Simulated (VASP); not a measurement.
# CSe (Pm-3m) in VASP: single point with r2SCAN

Aim: the single point of CSe with r2SCAN.

Program: VASP 6.6.1. These are calculated values, not measurements. Logs are shortened: lines on timing, memory, paths and dates and some standing lists are left out, and cuts for length are marked.

## Step 1: The structure

The structure is cubic, space group Pm-3m (No. 221). The conventional cell has a = 3.175 Å, b = 3.175 Å, c = 3.175 Å, α = 90.00°, β = 90.00°, γ = 90.00°. C (site symmetry m-3m) has 8 Se at 2.75 Å as nearest neighbours. Se (site symmetry m-3m) is surrounded by 8 C at 2.75 Å.

The cell was built by a generator and needn't be a form met in nature.

## Step 2: Single point, r2SCAN

Input file POSCAR:

```
CSe
1.0
    3.1752430000      0.0000000000      0.0000000000
    0.0000000000      3.1752430000      0.0000000000
    0.0000000000      0.0000000000      3.1752430000
C Se
1 1
Direct
    0.0000000000      0.0000000000      0.0000000000
    0.5000000000      0.5000000000      0.5000000000
```

Input file INCAR.step1:

```
SYSTEM = CSe
ALGO     = Normal         ! electronic algorithm
EDIFF    = 1E-4           ! SCF threshold, eV
ENCUT    = 520            ! plane-wave cutoff, eV
GGA      = PE             ! functional
ISMEAR   = -1             ! smearing method
LASPH    = .True.         ! aspherical terms in the spheres
LCHARG   = .False.        ! write CHGCAR
LREAL    = .False.        ! projectors in reciprocal space
LWAVE    = .True.         ! write WAVECAR
NBANDS   = 12             ! bands
NELM     = 80             ! most SCF steps
PREC     = Accurate       ! precision mode
SIGMA    = 0.1            ! smearing width, eV
```

Input file INCAR.step2:

```
SYSTEM = CSe
ALGO     = Normal         ! electronic algorithm
EDIFF    = 1E-6           ! SCF threshold, eV
ENCUT    = 520            ! plane-wave cutoff, eV
ISIF     = 2              ! what is computed and relaxed
ISMEAR   = -1             ! smearing method
ISTART   = 1            
LASPH    = .True.         ! aspherical terms in the spheres
LCHARG   = .False.        ! write CHGCAR
LMIXTAU  = .True.       
LREAL    = .False.        ! projectors in reciprocal space
LWAVE    = .False.        ! write WAVECAR
METAGGA  = R2SCAN         ! meta-GGA
NBANDS   = 12             ! bands
NELM     = 80             ! most SCF steps
PREC     = Accurate       ! precision mode
SIGMA    = 0.1            ! smearing width, eV
```

Input file KPOINTS:

```
k-points
0
Gamma
  11 11 11
  0 0 0
```

Potentials or basis: VASP PAW PBE potentials, release 64 (C, Se).

Started as:

```
cat potpaw_PBE.64/C/POTCAR potpaw_PBE.64/Se/POTCAR > POTCAR
cp INCAR.step1 INCAR
mpirun -np 1 vasp_std > vasp.out
cp INCAR.step2 INCAR
mpirun -np 1 vasp_std > vasp.out
```

OUTCAR:

```text
SYSTEM = CSe
   EDIFF = 1E-6
   ENCUT = 520
   ISIF = 2
   ISMEAR = -1
   ISTART = 1
   LASPH = .True.
   LREAL = .False.
   METAGGA = R2SCAN
   NELM = 80
   PREC = Accurate

 ion  position               nearest neighbor table
   1  0.000  0.000  0.000-
   2  0.500  0.500  0.500-

  LATTYP: Found a simple cubic cell.
 ALAT       =     3.1752430000

  Lattice vectors:

 A1 = (   3.1752430000,   0.0000000000,   0.0000000000)
 A2 = (   0.0000000000,   3.1752430000,   0.0000000000)
 A3 = (   0.0000000000,   0.0000000000,   3.1752430000)

Analysis of symmetry for initial positions (statically):
=====================================================================
 Subroutine PRICEL returns:
 Original cell was already a primitive cell.

 Routine SETGRP: Setting up the symmetry group for a
 simple cubic supercell.

 Subroutine GETGRP returns: Found 48 space group operations
 (whereof 48 operations were pure point group operations)
 out of a pool of 48 trial point group operations.

The static configuration has the point symmetry O_h .

Analysis of symmetry for dynamics (positions and initial velocities):
=====================================================================
 Subroutine PRICEL returns:
 Original cell was already a primitive cell.

 Routine SETGRP: Setting up the symmetry group for a
 simple cubic supercell.

 Subroutine GETGRP returns: Found 48 space group operations
 (whereof 48 operations were pure point group operations)
 out of a pool of 48 trial point group operations.

The dynamic configuration has the point symmetry O_h .

 Subroutine INISYM returns: Found 48 space group operations
 (whereof 48 operations are pure point group operations),
 and found     1 'primitive' translations

----------------------------------------------------------------------------------------

                                     Primitive cell

  volume of cell :      32.0133

  direct lattice vectors                    reciprocal lattice vectors
     3.175243000  0.000000000  0.000000000     0.314936526  0.000000000  0.000000000
     0.000000000  3.175243000  0.000000000     0.000000000  0.314936526  0.000000000
     0.000000000  0.000000000  3.175243000     0.000000000  0.000000000  0.314936526

  length of vectors
     3.175243000  3.175243000  3.175243000     0.314936526  0.314936526  0.314936526

  position of ions in fractional coordinates (direct lattice)
[... 87 lines left out ...]
   POTIM  = 0.5000    time-step for ionic-motion
   TEBEG  =    0.0;   TEEND  =   0.0 temperature during run
   PSTRESS=    0.0 pullay stress
   NELECT =      10.0000    total number of electrons
   NUPDOWN=      -1.0000    fix difference up-down
   EMIN   =  10.00;   EMAX   =-10.00  energy-range for DOS
   EFERMI =   0.00;   METHOD = LEGACY
   ISMEAR =    -1;   SIGMA  =   0.10  broadening in eV -4-tet -1-fermi 0-gaus
   EFERMI_NEDOS =   21; number of points for ismear=-14 and -15
   IALGO  =     38    algorithm
   IMIX   =      4    mixing-type and parameters
     AMIX     =   0.40;   BMIX     =  1.00
     AMIX_MAG =   1.60;   BMIX_MAG =  1.00
  volume/ion in A,a.u.               =      16.01       108.02
  Fermi-wavevector in a.u.,A,eV,Ry     =   1.110788  2.099085 16.787550  1.233850
  Thomas-Fermi vector in A             =   2.247344
   LORBIT       =      0    0 simple, 1 ext, 2 COOP (PROOUT), +10 PAW based schemes
   METAGGA = R2SCAN    functional components
   LHFCALC =     F    Hartree Fock is set to
   AEXX    =    0.0000 exact exchange contribution
   IVDW    =     0    specifies the selected vdW correction
   LEPSILON=     F    determine dielectric tensor
   LRPA    =     F    only Hartree local field effects (RPA)
 non-spin polarized calculation
  energy-cutoff  :      520.00
  volume of cell :       32.01
 maximum number of plane-waves:       882
 NGX is ok and might be reduce to    24
   NGX = 11   NGY = 11   NGZ = 11

 number of electron       9.9999998 magnetization

 Free energy of the ion-electron system (eV)
  ---------------------------------------------------
  ext. energy  EPLUGINS =         0.00000000
  ---------------------------------------------------
  free energy    TOTEN  =       -18.16544513 eV

  energy without entropy =      -18.11922345  energy(sigma->0) =      -18.14233429

 E-fermi :   4.2028     XC(G=0): -11.1347

 val. band max:        4.1858503531   @ k =   0.4545   0.2727   0.0909
 cond. band min:       4.2332096943   @ k =   0.4545   0.1818   0.1818
 fundamental gap:      0.0473593412
 Fermi energy:         4.2027592463

 k-point     1 :       0.0000    0.0000    0.0000
  band No.  band energies     occupation
      1     -11.9502      2.00000
      2      -3.2904      2.00000
      3       2.1374      2.00000
      4       2.1374      2.00000
      5       2.1374      2.00000
      6       8.3964      0.00000
      7       8.3964      0.00000
      8       8.3964      0.00000
      9      11.2543      0.00000
     10      11.2543      0.00000
     11      20.0357      0.00000
     12      21.8076      0.00000
[... 331 lines left out ...]
 k-point    24 :       0.2727    0.0909    0.0909
  band No.  band energies     occupation
      1     -10.8985      2.00000
      2      -5.0962      2.00000
      3       1.0429      2.00000
      4       2.5217      2.00000
      5       4.2949      0.56943
      6       5.1689      0.00013
      7       6.8488      0.00000
      8       7.6809      0.00000
      9      13.2214      0.00000
     10      16.0050      0.00000
     11      18.9308      0.00000
     12      19.0797      0.00000

 [... further k-points ...]

------------------------ aborting loop because EDIFF is reached ----------------------------------------

  FORCE on cell =-STRESS in cart. coord.  units (eV):
  Direction    XX          YY          ZZ          XY          YZ          ZX
  --------------------------------------------------------------------------------------
  -------------------------------------------------------------------------------------
  Total       -2.6778677     -2.6778677     -2.6778677     -0.0000000     -0.0000000      0.0000000
  in kB     -134.0197491   -134.0197491   -134.0197491     -0.0000000     -0.0000000      0.0000000
  external PRESSURE =    -134.0197491 kB  Pullay stress =       0.0000000 kB

 VOLUME and BASIS-vectors are now :
 -----------------------------------------------------------------------------
  energy-cutoff  :      520.00
  volume of cell :       32.01
      direct lattice vectors                 reciprocal lattice vectors
     3.175243000  0.000000000  0.000000000     0.314936526  0.000000000  0.000000000
     0.000000000  3.175243000  0.000000000     0.000000000  0.314936526  0.000000000
     0.000000000  0.000000000  3.175243000     0.000000000  0.000000000  0.314936526

 POSITION                                       TOTAL-FORCE (eV/Angst)
 -----------------------------------------------------------------------------------
      0.00000      0.00000      0.00000         0.000000      0.000000      0.000000
      1.58762      1.58762      1.58762         0.000000      0.000000      0.000000
 -----------------------------------------------------------------------------------
    total drift:                                0.000000     -0.000000     -0.000000

  FREE ENERGIE OF THE ION-ELECTRON SYSTEM (eV)
  ---------------------------------------------------
  free  energy   TOTEN  =       -18.1654451313 eV

  energy  without entropy=      -18.1192234468  energy(sigma->0) =      -18.14233429
```

OSZICAR.step1:

```text
N       E                     dE             d eps       ncg     rms          rms(c)
DAV:   1     0.218632956747E+02    0.21863E+02   -0.46179E+03  1344   0.737E+02
DAV:   2    -0.613860418632E+01   -0.28002E+02   -0.26992E+02  1960   0.109E+02
DAV:   3    -0.722938530426E+01   -0.10908E+01   -0.10790E+01  1632   0.207E+01
DAV:   4    -0.723398784648E+01   -0.46025E-02   -0.46018E-02  1520   0.163E+00
DAV:   5    -0.723400167690E+01   -0.13830E-04   -0.13831E-04  1620   0.902E-02    0.394E+00
DAV:   6    -0.721136456755E+01    0.22637E-01   -0.45407E+00  1408   0.527E+00    0.292E+00
DAV:   7    -0.706399739090E+01    0.14737E+00   -0.97960E-01  1404   0.276E+00    0.148E+00
DAV:   8    -0.706454965536E+01   -0.55226E-03   -0.46536E-02  1468   0.129E+00    0.313E-01
DAV:   9    -0.706262666631E+01    0.19230E-02   -0.11044E-02  1512   0.322E-01    0.842E-02
DAV:  10    -0.706264285056E+01   -0.16184E-04   -0.25515E-04  1364   0.108E-01
   1 F= -.70626429E+01 E0= -.70382190E+01  d E =-.488476E-01
```

Wall time 25 s (1 thread of Intel Xeon 6975P-C (Granite Rapids), shared host); peak memory 0.15 GiB.

Results:

```yaml
Free_energy: -18.1654 eV
Pressure: -13.4 GPa
Band_gap_on_the_k_mesh: none (metal or under the smearing width)
```

Caveat: the PAW data sets were made with another functional, which shifts forces and pressure a little.
